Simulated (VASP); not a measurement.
```yaml
crystal:
  lattice:
    - [4.92803, 0.00000, 0.00000]
    - [0.00000, 4.92803, 0.00000]
    - [0.00000, 0.00000, 28.87273]
  atoms:
    - { symbol: Ba, position: [0.00000, 0.50000, 0.32134] }
    - { symbol: Ba, position: [0.50000, 0.00000, 0.43871] }
    - { symbol: Ba, position: [0.00000, 0.50000, 0.56129] }
    - { symbol: Ba, position: [0.50000, 0.00000, 0.67866] }
    - { symbol: Te, position: [0.00000, 0.50000, 0.43949] }
    - { symbol: Te, position: [0.50000, 0.00000, 0.31846] }
    - { symbol: Te, position: [0.00000, 0.50000, 0.68154] }
    - { symbol: Te, position: [0.50000, 0.00000, 0.56051] }
```

Computed with PBEsol GGA, VASP's PBE PAW potentials (set 64) (plane waves; VASP). Run with PREC = Normal, 400 eV cut-off, 4×4×1 Γ-centred mesh, Gaussian smearing of 0.050 eV, potentials Ba_sv Te.

Unless said otherwise, spin-orbit coupling is left out, though it shifts the bands of the heavy elements here.

### Question
Predict the energy per atom (σ→0), band gap (on the k-mesh) with the smallest direct gap where there is one.

### Answer

| Item | Value |
|---|---|
| band gap (on the k-mesh) | 1.45 eV |
| smallest direct gap (on the k-mesh) | 1.45 eV |
| energy per atom (σ→0) | -4.485 eV/atom |

Only differences to runs with the same potentials and settings are physical.

The cell is a thin slab with vacuum, built from BaTe (rock salt): (100) face.
